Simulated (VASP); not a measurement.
OSZICAR of a VASP run on YSi (relaxed from the zinc blende structure, space group F-43m):

OSZICAR:
```
       N       E                     dE             d eps       ncg     rms          rms(c)
DAV:   1     0.303240644195E+02    0.30324E+02   -0.57593E+03   670   0.927E+02
DAV:   2    -0.948336735038E+01   -0.39807E+02   -0.38087E+02   762   0.165E+02
DAV:   3    -0.118668841068E+02   -0.23835E+01   -0.23053E+01   933   0.303E+01
DAV:   4    -0.120254286930E+02   -0.15854E+00   -0.15784E+00   907   0.806E+00
DAV:   5    -0.120299645211E+02   -0.45358E-02   -0.45345E-02   916   0.125E+00    0.168E+01
DAV:   6    -0.108707542217E+02    0.11592E+01   -0.33724E+00   791   0.816E+00    0.123E+01
DAV:   7    -0.108428942182E+02    0.27860E-01   -0.12208E+00   973   0.481E+00    0.506E+00
DAV:   8    -0.108454933483E+02   -0.25991E-02   -0.28406E-01   744   0.280E+00    0.745E-01
DAV:   9    -0.108387649103E+02    0.67284E-02   -0.66406E-02   798   0.128E+00    0.219E-01
DAV:  10    -0.108386068981E+02    0.15801E-03   -0.24899E-03   847   0.342E-01    0.877E-02
DAV:  11    -0.108386916345E+02   -0.84736E-04   -0.69349E-04   969   0.161E-01    0.452E-02
DAV:  12    -0.108387003194E+02   -0.86848E-05   -0.66051E-05   937   0.556E-02    0.173E-02
DAV:  13    -0.108386996437E+02    0.67571E-06   -0.25473E-06   801   0.126E-02
   1 F= -.10838700E+02 E0= -.10838278E+02  d E =-.108387E+02
       N       E                     dE             d eps       ncg     rms          rms(c)
DAV:   1    -0.155844506829E+02   -0.47458E+01   -0.94022E+01   677   0.754E+01    0.139E+01
DAV:   2    -0.118315640876E+02    0.37529E+01   -0.61255E+00   644   0.242E+01    0.678E+00
DAV:   3    -0.110015933839E+02    0.82997E+00   -0.80032E+00   992   0.166E+01    0.565E+00
DAV:   4    -0.110398495669E+02   -0.38256E-01   -0.40620E-01   725   0.591E+00    0.267E+00
DAV:   5    -0.111245016147E+02   -0.84652E-01   -0.83051E-02  1241   0.149E+00    0.109E+00
DAV:   6    -0.111555758762E+02   -0.31074E-01   -0.79460E-02  1203   0.118E+00    0.324E-01
DAV:   7    -0.111547564870E+02    0.81939E-03   -0.17264E-03   844   0.299E-01    0.197E-01
DAV:   8    -0.111547934812E+02   -0.36994E-04   -0.17313E-03   883   0.316E-01    0.661E-02
DAV:   9    -0.111547697513E+02    0.23730E-04   -0.55246E-05   806   0.740E-02    0.175E-02
DAV:  10    -0.111547675924E+02    0.21590E-05   -0.90425E-06   932   0.217E-02    0.858E-03
DAV:  11    -0.111547693437E+02   -0.17514E-05   -0.29990E-06   878   0.785E-03    0.323E-03
DAV:  12    -0.111547691714E+02    0.17230E-06   -0.35517E-07   349   0.588E-03
   2 F= -.11154769E+02 E0= -.11154046E+02  d E =-.316070E+00
       N       E                     dE             d eps       ncg     rms          rms(c)
DAV:   1    -0.111608537480E+02   -0.60844E-02   -0.11881E-01   729   0.275E+00    0.540E-01
DAV:   2    -0.111567235472E+02    0.41302E-02   -0.17053E-02   707   0.121E+00    0.298E-01
DAV:   3    -0.111550770387E+02    0.16465E-02   -0.91780E-03  1039   0.590E-01    0.237E-01
DAV:   4    -0.111552564998E+02   -0.17946E-03   -0.77092E-04   725   0.248E-01    0.986E-02
DAV:   5    -0.111553497189E+02   -0.93219E-04   -0.37665E-04  1224   0.922E-02    0.317E-02
DAV:   6    -0.111553703740E+02   -0.20655E-04   -0.51302E-05  1074   0.428E-02    0.108E-02
DAV:   7    -0.111553710776E+02   -0.70363E-06   -0.50234E-06   859   0.141E-02
   3 F= -.11155371E+02 E0= -.11154668E+02  d E =-.316671E+00
```

### Question
Which electronic solver shows in the log?

### Answer
It is blocked Davidson (ALGO = Normal, or the opening steps of other solvers). The INCAR had ALGO = Normal.

### Question
Can the final energy be trusted as converged?

### Answer
The calculation finished and met its thresholds. It stopped with EDIFF = 1E-6, NELM = 100, NSW = 60 and EDIFFG = -0.01 after 3 ionic steps (PBE GGA, plane waves, VASP's PBE PAW potentials (set 64)). Energy and stress use the plane-wave basis of the starting cell.

The structure was generated: YSi was put into the zinc blende type (F-43m), which need not be its known phase. This run relaxes it. Symmetry was kept, so distortions that lower it aren't found. The electron count is odd and the run is not spin-polarised, which forces a metal.
